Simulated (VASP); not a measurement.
Consider the following.

```
CELL_PARAMETERS angstrom
      0.00000     2.22116     2.22116
      2.22116     0.00000     2.22116
      2.22116     2.22116     0.00000
ATOMIC_POSITIONS crystal
  Mn 0.00000 0.00000 0.00000
  O  0.50000 0.50000 0.50000
```
Starting moments (μB, in the order of the record's atoms Mn O): 4.3 0.2.

Computed with PBE GGA, VASP's PBE PAW potentials (set 64) (plane waves; VASP 6.6.1). Settings: 520 eV cut-off, Gaussian smearing of 0.050 eV, potentials Mn_pv O.

The moments were started parallel, and other spin orders were not tried in this run.

### Question
Give the spin-up energies of bands 5 to 13 at the high-symmetry points, in eV from the Fermi level.

### Answer

```csv
band,Γ,X,U,L,W
5,-3.75,-6.99,-6.74,-8.29,-6.43
6,-3.75,-4.79,-6.57,-6.11,-6.43
7,-3.75,-4.79,-5.57,-6.11,-6.19
8,-3.22,-4.22,-3.06,-2.32,-2.44
9,-3.22,-2.26,-2.20,-2.32,-2.44
10,-3.22,-2.05,-1.97,-1.88,-2.05
11,-2.69,-2.05,-1.65,0.21,-2.00
12,-2.69,-1.92,-0.97,0.21,-0.93
13,-0.51,5.04,6.42,3.48,7.04
```

### Question
Give the spin-down energies of bands 5 to 13 at the high-symmetry points, in eV from the Fermi level.

### Answer

```json
[
 {"band": "5", "Γ": "-3.37", "X": "-6.43", "U": "-6.08", "L": "-7.38", "W": "-5.71"},
 {"band": "6", "Γ": "-3.37", "X": "-4.34", "U": "-5.71", "L": "-4.86", "W": "-5.71"},
 {"band": "7", "Γ": "-3.37", "X": "-4.34", "U": "-4.65", "L": "-4.86", "W": "-5.23"},
 {"band": "8", "Γ": "0.74", "X": "-0.83", "U": "0.44", "L": "1.93", "W": "1.28"},
 {"band": "9", "Γ": "0.74", "X": "1.96", "U": "2.16", "L": "1.98", "W": "1.28"},
 {"band": "10", "Γ": "0.74", "X": "2.17", "U": "2.21", "L": "1.98", "W": "2.15"},
 {"band": "11", "Γ": "0.81", "X": "2.41", "U": "2.36", "L": "3.65", "W": "2.41"},
 {"band": "12", "Γ": "1.37", "X": "2.41", "U": "2.82", "L": "3.65", "W": "2.92"},
 {"band": "13", "Γ": "1.37", "X": "7.05", "U": "8.27", "L": "4.53", "W": "8.90"}
]
```

It has no gap at this level: it comes out as a metal or semimetal.

The structure was generated: MnO was put into the rock salt type (Fm-3m), which need not be its known phase. It was relaxed first.
